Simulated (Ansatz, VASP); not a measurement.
**Mg2C in two plane-wave programs**

One calculation is typed for both programs; each brings its own data sets. How far apart do they land? The cell is generated by rule, not measured, and may not be a known phase. The cell is taken from a series of runs on this material, whose earlier steps may have relaxed, scaled, displaced or heated it; both programs get it as it stands.

Program: Ansatz 0.2.0. Level of theory: plane waves, with VASP 6.6.1 beside it; zone-centre phonons at PBE. Results are calculated unless marked as measured.

The structure was built from a prototype and need not be the compound's stable phase.

## Step 1: Set-up

The structure is tetragonal, space group P4_2/mnm (No. 136). Conventional cell: a = 5.078 Å, b = 5.078 Å, c = 3.541 Å, α = 90.00°, β = 90.00°, γ = 90.00°. Nearest to C lie 6 Mg at 2.21 to 2.25 Å. Nearest to Mg lie 3 C at 2.21 to 2.25 Å. Farther neighbours are not listed.

As a file:

```xyz
6
Lattice="3.5412 0.0000 0.0000 0.0000 5.0776 0.0000 0.0000 0.0000 5.0776" Properties=species:S:1:pos:R:3 pbc="T T T"
C     0.6075    0.0000    0.0000
C     2.3781    2.5388    2.5388
Mg    0.6075    1.5596    1.5596
Mg    2.3781    4.0984    0.9792
Mg    2.3781    0.9792    4.0984
Mg    0.6075    3.5180    3.5180
```

## Step 2: VASP: zone-centre phonons, PBE

Second derivatives magnify differences that forces hide, and they need a tight electronic threshold.

Lines of VASP's logs that name or quote its potential files are left out, and so is its time.

Contents of INCAR:

```
SYSTEM = Mg2C
PREC = Accurate
ENCUT = 600
EDIFF = 1E-08
NELM = 120
ISMEAR = 1
SIGMA = 0.15
LREAL = .FALSE.
ALGO = Normal
GGA = PE
NBANDS = 14
LORBIT = 11
LWAVE = .FALSE.
LCHARG = .FALSE.
ISIF = 2
IBRION = 8
LASPH = .TRUE.
GGA_COMPAT = .FALSE.
KPAR = 2
```

Contents of POSCAR:

```
Mg2C
1.0
    3.5412025265      0.0000000000      0.0000000000
    0.0000000000      5.0775962515      0.0000000000
    0.0000000000      0.0000000000      5.0775962515
C Mg
2 4
Direct
    0.1715458311      0.0000000000      0.0000000000
    0.6715458311      0.5000000000      0.5000000000
    0.1715442011      0.3071619378      0.3071619378
    0.6715442011      0.8071619378      0.1928380622
    0.6715442011      0.1928380622      0.8071619378
    0.1715442011      0.6928380622      0.6928380622
```

Contents of KPOINTS:

```
Automatic mesh
0
Gamma
6 6 6
0 0 0
```

Potentials, in the order of the species: C and Mg (PBE family, release 64).

Command:

```console
mpirun -np 2 vasp_std
```

Numbers of over 12 decimals in the logs are rounded to 6 here.

The log of the run:

```text
[banner, memory and clock lines left out]
running    2 mpi-ranks, on    1 nodes
 distrk:  each k-point on    1 cores,    2 groups
 distr:  one band on    1 cores,    1 groups

 POSCAR found type information on POSCAR C Mg
 POSCAR found :  2 types and       6 ions
 LDA part: xc-table for (Slater+PW92), standard interpolation
 POSCAR, INCAR and KPOINTS ok, starting setup
 FFT: planning ... GRIDC
 FFT: planning ... GRID_SOFT
 FFT: planning ... GRID
 WAVECAR not read
 entering main loop
       N       E                     dE             d eps       ncg     rms          rms(c)
DAV:   1     0.321367865803E+02    0.32137E+02   -0.62410E+03  1120   0.102E+03
DAV:   2    -0.238595579231E+02   -0.55996E+02   -0.49750E+02  1514   0.145E+02
DAV:   3    -0.294837825315E+02   -0.56242E+01   -0.55674E+01  1498   0.436E+01
DAV:   4    -0.295763226102E+02   -0.92540E-01   -0.92499E-01  1264   0.667E+00
DAV:   5    -0.295774850583E+02   -0.11624E-02   -0.11624E-02  1432   0.731E-01    0.115E+01
DAV:   6    -0.230826657455E+02    0.64948E+01   -0.23123E+01  1390   0.259E+01    0.347E+00
DAV:   7    -0.230949955480E+02   -0.12330E-01   -0.13722E+00  1210   0.659E+00    0.229E+00
DAV:   8    -0.230612943877E+02    0.33701E-01   -0.54384E-01  1294   0.461E+00    0.147E+00
DAV:   9    -0.230209337290E+02    0.40361E-01   -0.10587E-01  1390   0.184E+00    0.413E-01
DAV:  10    -0.230212143357E+02   -0.28061E-03   -0.63984E-03  1252   0.545E-01    0.113E-01
DAV:  11    -0.230205944885E+02    0.61985E-03   -0.17690E-03  1492   0.223E-01    0.256E-02
DAV:  12    -0.230206103081E+02   -0.15820E-04   -0.15059E-04  1192   0.807E-02    0.241E-02
DAV:  13    -0.230206114315E+02   -0.11234E-05   -0.76726E-06  1402   0.173E-02    0.938E-03
DAV:  14    -0.230206122835E+02   -0.85196E-06   -0.15147E-06  1342   0.829E-03    0.716E-03
DAV:  15    -0.230206118580E+02    0.42546E-06   -0.52018E-07  1360   0.420E-03    0.374E-03
DAV:  16    -0.230206115872E+02    0.27079E-06   -0.67931E-07  1396   0.454E-03    0.609E-04
DAV:  17    -0.230206115949E+02   -0.76373E-08   -0.10981E-08   794   0.752E-04
   1 F= -.23020612E+02 E0= -.23020698E+02  d E =0.258982E-03
 Linear response reoptimize wavefunctions to high precision
DAV:   1    -0.230206116009E+02   -0.60795E-08   -0.43328E-09  1230   0.365E-04
DAV:   2    -0.230206116009E+02   -0.29559E-11   -0.13245E-10   626   0.859E-05
 Linear response DOF=           4
 Linear response progress:
  Degree of freedom:   1/  4
       N       E                     dE             d eps       ncg     rms          rms(c)
RMM:   1    -0.120221547485E+00   -0.12022E+00    0.10858E-01  2457   0.203E+00
RMM:   2    -0.120696193089E+00   -0.47465E-03   -0.32600E-03  2282   0.296E-01    0.113E-01
RMM:   3    -0.121033520722E+00   -0.33733E-03   -0.68789E-04  2093   0.133E-01    0.545E-02
RMM:   4    -0.121807888075E+00   -0.77437E-03   -0.50370E-04  2183   0.107E-01    0.167E-02
RMM:   5    -0.121772640159E+00    0.35248E-04   -0.10227E-05  2405   0.206E-02    0.217E-03
RMM:   6    -0.121792381671E+00   -0.19742E-04   -0.51252E-07  2434   0.367E-03    0.926E-04
RMM:   7    -0.121793277646E+00   -0.89598E-06   -0.61489E-08  2477   0.848E-04    0.481E-04
RMM:   8    -0.121788034251E+00    0.52434E-05   -0.43645E-09  2424   0.562E-04    0.673E-05
RMM:   9    -0.121788291632E+00   -0.25738E-06    0.14960E-08  2566   0.973E-05    0.346E-05
RMM:  10    -0.121788335326E+00   -0.43694E-07   -0.19431E-08  2546   0.358E-05    0.383E-06
RMM:  11    -0.121788289931E+00    0.45396E-07   -0.58121E-09  2448   0.709E-06    0.144E-06
RMM:  12    -0.121788300337E+00   -0.10406E-07   -0.98409E-09  2245   0.296E-06    0.459E-07
RMM:  13    -0.121788301275E+00   -0.93744E-09   -0.16334E-09  1236   0.166E-06    0.967E-08
 first order change of Fermi-energy   0.19356E-03
 force on displaced ion       1 direction 1 :  -9.477   0.000   0.000
 Linear response progress:
  Degree of freedom:   2/  4
       N       E                     dE             d eps       ncg     rms          rms(c)
RMM:   1    -0.120460896234E+00   -0.12046E+00    0.10554E-01  4116   0.203E+00
RMM:   2    -0.120833824546E+00   -0.37293E-03   -0.19064E-03  3478   0.258E-01    0.124E-01
RMM:   3    -0.120768647975E+00    0.65177E-04   -0.13914E-03  3459   0.165E-01    0.522E-02
RMM:   4    -0.121250385659E+00   -0.48174E-03   -0.61484E-04  3699   0.107E-01    0.135E-02
RMM:   5    -0.121180404369E+00    0.69981E-04   -0.11948E-05  3822   0.203E-02    0.251E-03
RMM:   6    -0.121200438489E+00   -0.20034E-04   -0.11763E-06  3892   0.583E-03    0.105E-03
RMM:   7    -0.121185177441E+00    0.15261E-04    0.19316E-07  3829   0.209E-03    0.277E-04
RMM:   8    -0.121185382922E+00   -0.20548E-06   -0.77737E-10  3997   0.410E-04    0.586E-05
RMM:   9    -0.121185234136E+00    0.14879E-06    0.13622E-08  3998   0.880E-05    0.245E-05
RMM:  10    -0.121185112316E+00    0.12182E-06   -0.25987E-08  4102   0.341E-05    0.112E-05
RMM:  11    -0.121185172785E+00   -0.60469E-07   -0.19944E-08  4043   0.194E-05    0.178E-06
RMM:  12    -0.121185189180E+00   -0.16395E-07   -0.16286E-08  4098   0.611E-06    0.627E-07
RMM:  13    -0.121185187545E+00    0.16348E-08   -0.45836E-10  3126   0.359E-06    0.102E-07
 first order change of Fermi-energy   0.31053E-03
 force on displaced ion       1 direction 2 :   0.000  -8.789  -1.819
 Linear response progress:
  Degree of freedom:   3/  4
       N       E                     dE             d eps       ncg     rms          rms(c)
RMM:   1    -0.230734985524E-02   -0.23073E-02    0.33456E-04  3727   0.415E-01
RMM:   2    -0.224139158558E-02    0.65958E-04   -0.19579E-04  2973   0.912E-02    0.429E-02
RMM:   3    -0.221841935788E-02    0.22972E-04   -0.39898E-05  3095   0.313E-02    0.231E-02
RMM:   4    -0.223107544072E-02   -0.12656E-04   -0.30703E-05  2989   0.277E-02    0.464E-03
RMM:   5    -0.223157092952E-02   -0.49549E-06   -0.18157E-06  3161   0.730E-03    0.658E-04
RMM:   6    -0.223152419235E-02    0.46737E-07   -0.18231E-07  3285   0.958E-04    0.366E-04
RMM:   7    -0.223121377160E-02    0.31042E-06   -0.20624E-08  3234   0.457E-04    0.125E-04
RMM:   8    -0.223100028748E-02    0.21348E-06    0.41364E-09  3351   0.136E-04    0.318E-05
RMM:   9    -0.223102916216E-02   -0.28875E-07   -0.21217E-10  3317   0.450E-05    0.696E-06
RMM:  10    -0.223102210990E-02    0.70523E-08    0.29589E-10  3452   0.877E-06    0.148E-06
 first order change of Fermi-energy   0.69032E-04
 force on displaced ion       3 direction 1 :  -6.153   0.000   0.000
 Linear response progress:
  Degree of freedom:   4/  4
       N       E                     dE             d eps       ncg     rms          rms(c)
RMM:   1    -0.511515177634E-02   -0.51152E-02   -0.95094E-03  6307   0.499E-01
RMM:   2    -0.333706231191E-02    0.17781E-02   -0.12884E-03  3540   0.163E-01    0.733E-02
RMM:   3    -0.318847533251E-02    0.14859E-03   -0.78586E-04  3535   0.111E-01    0.477E-02
RMM:   4    -0.311231442072E-02    0.76161E-04   -0.72277E-05  3718   0.441E-02    0.157E-02
RMM:   5    -0.312272304974E-02   -0.10409E-04    0.62697E-06  3720   0.192E-02    0.376E-03
RMM:   6    -0.312480017954E-02   -0.20771E-05   -0.32144E-06  3876   0.418E-03    0.141E-03
RMM:   7    -0.312390892843E-02    0.89125E-06   -0.10670E-06  3773   0.234E-03    0.338E-04
RMM:   8    -0.312347177134E-02    0.43716E-06    0.73141E-07  3998   0.428E-04    0.139E-04
RMM:   9    -0.312345198608E-02    0.19785E-07   -0.56163E-08  3941   0.162E-04    0.266E-05
RMM:  10    -0.312346152064E-02   -0.95346E-08    0.26120E-08  4154   0.379E-05    0.767E-06
 first order change of Fermi-energy  -0.28977E+00
 force on displaced ion       3 direction 2 :   0.000  -7.386  -3.322
 Linear response finished
```

Parts of OUTCAR (step 2):

```text
ion  position               nearest neighbor table
   1  0.172  0.000  0.000-   3 2.21   6 2.21   5 2.25   4 2.25   4 2.25   5 2.25
   2  0.672  0.500  0.500-   4 2.21   5 2.21   3 2.25   6 2.25   3 2.25   6 2.25
   3  0.172  0.307  0.307-   1 2.21   2 2.25   2 2.25   6 2.77   5 3.15   4 3.15   5 3.15   4 3.15
                             4 3.15   5 3.15   5 3.15   4 3.15
   4  0.672  0.807  0.193-   2 2.21   1 2.25   1 2.25   5 2.77   3 3.15   6 3.15   6 3.15   3 3.15
                             3 3.15   6 3.15   6 3.15   3 3.15
   5  0.672  0.193  0.807-   2 2.21   1 2.25   1 2.25   4 2.77   3 3.15   6 3.15   3 3.15   6 3.15
                             3 3.15   6 3.15   3 3.15   6 3.15
   6  0.172  0.693  0.693-   1 2.21   2 2.25   2 2.25   3 2.77   4 3.15   5 3.15   4 3.15   5 3.15
                             4 3.15   5 3.15   4 3.15   5 3.15

  LATTYP: Found a simple tetragonal cell.
 ALAT       =     5.0775962515
 C/A-ratio  =     0.6974171145

 Subroutine GETGRP returns: Found 16 space group operations
 (whereof  4 operations were pure point group operations)

The static configuration has the point symmetry C_2v.
 The point group associated with its full space group is D_4h.

 Found     40 irreducible k-points:

   k-points           NKPTS =     40   k-points in BZ     NKDIM =     40   number of bands    NBANDS=     14

   dimension x,y,z NGX =    28 NGY =   42 NGZ =   42
   dimension x,y,z NGXF=    56 NGYF=   84 NGZF=   84

   ENCUT  =  600.0 eV  44.10 Ry    6.64 a.u.   7.07 10.14 10.14*2*pi/ulx,y,z

   NELECT =      16.0000    total number of electrons

 k-points in reciprocal lattice and weights: Automatic mesh
   0.00000000  0.00000000  0.00000000       0.005
   0.16666667  0.00000000  0.00000000       0.009
   0.33333333  0.00000000  0.00000000       0.009
   0.50000000  0.00000000  0.00000000       0.005
   0.00000000  0.16666667  0.00000000       0.019
   0.16666667  0.16666667  0.00000000       0.037
   0.33333333  0.16666667  0.00000000       0.037
   0.50000000  0.16666667  0.00000000       0.019
   0.00000000  0.33333333  0.00000000       0.019
[...]
0.33333333  0.50000000  0.50000000       0.009
   0.50000000  0.50000000  0.50000000       0.005

 average (electrostatic) potential at core
       1 -50.1245       2 -50.1245       3 -37.4320       4 -37.4320       5 -37.4320
       6 -37.4320

 Eigenvectors and eigenvalues of the dynamical matrix
 ----------------------------------------------------

   1 f  =   15.668420 THz    98.447589 2PiTHz  522.642248 cm-1    64.799351 meV
             X         Y         Z           dx          dy          dz
      0.607479  0.000000  0.000000    -0.000000   -0.096168   -0.139934
      2.378080  2.538798  2.538798     0.000000   -0.641651    0.649653
      0.607473  1.559644  1.559644    -0.000000    0.074194   -0.009295
      2.378074  4.098442  0.979154     0.000000    0.185109   -0.169843
      2.378074  0.979154  4.098442     0.000000    0.185109   -0.169843
      0.607473  3.517952  3.517952    -0.000000    0.074194   -0.009295

   2 f  =   15.668420 THz    98.447589 2PiTHz  522.642248 cm-1    64.799351 meV
             X         Y         Z           dx          dy          dz
      0.607479  0.000000  0.000000     0.000000   -0.649653   -0.641651
      2.378080  2.538798  2.538798    -0.000000    0.139934   -0.096168
      0.607473  1.559644  1.559644     0.000000    0.169843    0.185109
      2.378074  4.098442  0.979154    -0.000000    0.009295    0.074194
      2.378074  0.979154  4.098442    -0.000000    0.009295    0.074194
      0.607473  3.517952  3.517952     0.000000    0.169843    0.185109

   3 f  =   15.305804 THz    96.169206 2PiTHz  510.546681 cm-1    63.299692 meV
             X         Y         Z           dx          dy          dz
      0.607479  0.000000  0.000000     0.649783    0.000000    0.000000
      2.378080  2.538798  2.538798    -0.649783   -0.000000    0.000000
      0.607473  1.559644  1.559644     0.197208    0.000000    0.000000
      2.378074  4.098442  0.979154    -0.197208    0.000000   -0.000000
      2.378074  0.979154  4.098442    -0.197208    0.000000   -0.000000
      0.607473  3.517952  3.517952     0.197208    0.000000   -0.000000

   4 f  =   14.944217 THz    93.897284 2PiTHz  498.485416 cm-1    61.804287 meV
             X         Y         Z           dx          dy          dz
      0.607479  0.000000  0.000000    -0.633193    0.000000   -0.000000
      2.378080  2.538798  2.538798    -0.633193   -0.000000    0.000000
      0.607473  1.559644  1.559644     0.222561   -0.000000   -0.000000
      2.378074  4.098442  0.979154     0.222561   -0.000000   -0.000000
      2.378074  0.979154  4.098442     0.222561   -0.000000   -0.000000
      0.607473  3.517952  3.517952     0.222561   -0.000000   -0.000000

   5 f  =   13.114436 THz    82.400432 2PiTHz  437.450502 cm-1    54.236925 meV
             X         Y         Z           dx          dy          dz
      0.607479  0.000000  0.000000     0.000000    0.633665   -0.606364
      2.378080  2.538798  2.538798     0.000000   -0.184045    0.004358
      0.607473  1.559644  1.559644    -0.000000    0.063803   -0.000862
      2.378074  4.098442  0.979154    -0.000000   -0.221865    0.212495
      2.378074  0.979154  4.098442    -0.000000   -0.221865    0.212495
      0.607473  3.517952  3.517952     0.000000    0.063803   -0.000862

   6 f  =   13.114436 THz    82.400432 2PiTHz  437.450502 cm-1    54.236925 meV
             X         Y         Z           dx          dy          dz
      0.607479  0.000000  0.000000    -0.000000    0.004358    0.184045
      2.378080  2.538798  2.538798     0.000000   -0.606364   -0.633665
      0.607473  1.559644  1.559644    -0.000000    0.212495    0.221865
      2.378074  4.098442  0.979154     0.000000   -0.000862   -0.063803
      2.378074  0.979154  4.098442    -0.000000   -0.000862   -0.063803
      0.607473  3.517952  3.517952     0.000000    0.212495    0.221865

   7 f  =   12.564885 THz    78.947501 2PiTHz  419.119452 cm-1    51.964166 meV
             X         Y         Z           dx          dy          dz
      0.607479  0.000000  0.000000    -0.000000    0.000000   -0.000000
      2.378080  2.538798  2.538798     0.000000    0.000000    0.000000
      0.607473  1.559644  1.559644    -0.000000    0.353553    0.353553
      2.378074  4.098442  0.979154     0.000000   -0.353553    0.353553
      2.378074  0.979154  4.098442    -0.000000    0.353553   -0.353553
      0.607473  3.517952  3.517952     0.000000   -0.353553   -0.353553

   8 f  =   10.539502 THz    66.221645 2PiTHz  351.559948 cm-1    43.587859 meV
             X         Y         Z           dx          dy          dz
      0.607479  0.000000  0.000000    -0.000000    0.000000    0.000000
      2.378080  2.538798  2.538798    -0.000000    0.000000    0.000000
      0.607473  1.559644  1.559644     0.000000   -0.353553   -0.353553
      2.378074  4.098442  0.979154     0.000000   -0.353553    0.353553
      2.378074  0.979154  4.098442     0.000000    0.353553   -0.353553
      0.607473  3.517952  3.517952    -0.000000    0.353553    0.353553

   9 f  =    9.039383 THz    56.796116 2PiTHz  301.521347 cm-1    37.383866 meV
             X         Y         Z           dx          dy          dz
      0.607479  0.000000  0.000000     0.000000    0.000000   -0.000000
      2.378080  2.538798  2.538798     0.000000   -0.000000   -0.000000
      0.607473  1.559644  1.559644    -0.000000   -0.353553    0.353553
      2.378074  4.098442  0.979154    -0.000000    0.353553    0.353553
      2.378074  0.979154  4.098442     0.000000   -0.353553   -0.353553
      0.607473  3.517952  3.517952     0.000000    0.353553   -0.353553

  10 f  =    7.721327 THz    48.514526 2PiTHz  257.555733 cm-1    31.932827 meV
             X         Y         Z           dx          dy          dz
      0.607479  0.000000  0.000000     0.000000    0.000000   -0.000000
      2.378080  2.538798  2.538798    -0.000000   -0.000000   -0.000000
      0.607473  1.559644  1.559644     0.342610   -0.000000    0.000000
      2.378074  4.098442  0.979154     0.618562    0.000000    0.000000
      2.378074  0.979154  4.098442    -0.618562    0.000000    0.000000
      0.607473  3.517952  3.517952    -0.342610   -0.000000   -0.000000

  11 f  =    7.721327 THz    48.514526 2PiTHz  257.555733 cm-1    31.932827 meV
             X         Y         Z           dx          dy          dz
      0.607479  0.000000  0.000000     0.000000    0.000000   -0.000000
      2.378080  2.538798  2.538798    -0.000000    0.000000   -0.000000
      0.607473  1.559644  1.559644    -0.618562   -0.000000    0.000000
      2.378074  4.098442  0.979154     0.342610    0.000000    0.000000
      2.378074  0.979154  4.098442    -0.342610    0.000000    0.000000
      0.607473  3.517952  3.517952     0.618562   -0.000000    0.000000

  12 f  =    7.557105 THz    47.482691 2PiTHz  252.077891 cm-1    31.253661 meV
             X         Y         Z           dx          dy          dz
      0.607479  0.000000  0.000000     0.000000    0.234154   -0.244634
      2.378080  2.538798  2.538798    -0.000000    0.090682   -0.115070
      0.607473  1.559644  1.559644    -0.000000   -0.396179    0.369446
      2.378074  4.098442  0.979154     0.000000    0.281913   -0.242914
      2.378074  0.979154  4.098442     0.000000    0.281913   -0.242914
      0.607473  3.517952  3.517952    -0.000000   -0.396179    0.369446

  13 f  =    7.557105 THz    47.482691 2PiTHz  252.077891 cm-1    31.253661 meV
             X         Y         Z           dx          dy          dz
      0.607479  0.000000  0.000000    -0.000000    0.115070    0.090682
      2.378080  2.538798  2.538798     0.000000    0.244634    0.234154
      0.607473  1.559644  1.559644     0.000000    0.242914    0.281913
      2.378074  4.098442  0.979154    -0.000000   -0.369446   -0.396179
      2.378074  0.979154  4.098442    -0.000000   -0.369446   -0.396179
      0.607473  3.517952  3.517952     0.000000    0.242914    0.281913
    [... 43 further lines ...]
      2.378074  0.979154  4.098442     0.000000   -0.025039   -0.447019
      0.607473  3.517952  3.517952     0.000000   -0.025142   -0.447025

 ELASTIC MODULI CONTR FROM IONIC RELAXATION (kBar)
 Direction    XX          YY          ZZ          XY          YZ          ZX
 --------------------------------------------------------------------------------
 XX         -27.4668      2.0078      2.0078      0.0000      0.0000      0.0000
 YY           2.0078    -12.5726     12.2791      0.0000      0.0000     -0.0000
 ZZ           2.0078     12.2791    -12.5726     -0.0000     -0.0000      0.0000
 XY           0.0000      0.0000     -0.0000    -17.7240      0.0000      0.0000
 YZ           0.0000      0.0000     -0.0000      0.0000     -4.4927      0.0000
 ZX           0.0000     -0.0000      0.0000      0.0000      0.0000    -19.1329
 --------------------------------------------------------------------------------
```

The k-mesh is coarse for a metal.

(Continued in part 2 of 2.)

[Lines on the potential files, build, host, timing and source positions are cut from VASP's logs without a mark.]

[Logs are printed without paths, hosts, clocks, repeated set-up lines and the standing remarks that a program may print on its own settings, such as how far it seeks lower states.]

[Hosts, paths, dates, database ids (printed as entryN), source tags and the programs' standing remarks are cut or masked in the printed files.]
